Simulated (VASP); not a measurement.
Mg2Ge (antifluorite), at 1.04 of the tabulated volume:

```xyz
3
Lattice="0.0000 3.2370 3.2370 3.2370 0.0000 3.2370 3.2370 3.2370 0.0000" Properties=species:S:1:pos:R:3 pbc="T T T"
Mg     1.6185     1.6185     1.6185
Mg     4.8556     4.8556     4.8556
Ge     0.0000     0.0000     0.0000
```

The lowest empty band near X, direction along the valley's axis, from PBE with spin-orbit coupling in VASP (PAW); its two spin partners are averaged. The gap over the points computed is 0.12 eV, and the next band on that side lies 0.27 eV away at the edge.

Numerical set-up: 400 eV cut-off, 7×7×7 Γ-centred mesh, Gaussian smearing of 0.050 eV, potentials Mg Ge_d.

| distance from the edge in k (1/Å) | distance in energy (meV) |
|---|---|
| 0.025 | 4.3 |
| 0.035 | 8.4 |
| 0.050 | 17.2 |
| 0.070 | 33.8 |

Problem. Fit E(1 + αE) = ħ²k²/2m* (ħ²/2m0 = 3.810 eV Å²) and predict the row at 0.095 1/Å.

Solution. The rows don't resolve α, so a parabola serves: the electron mass is m* = 0.553 m0, and so 62.2 meV. The run gave 62.3 meV, +0.1 meV from the fit.

Left out are points under 3 meV from the edge, since the levels carry 0.1 meV, and points farther than half the way to the next band.

The compound is Mg2Ge in the antifluorite structure. The cell was not relaxed at this level.
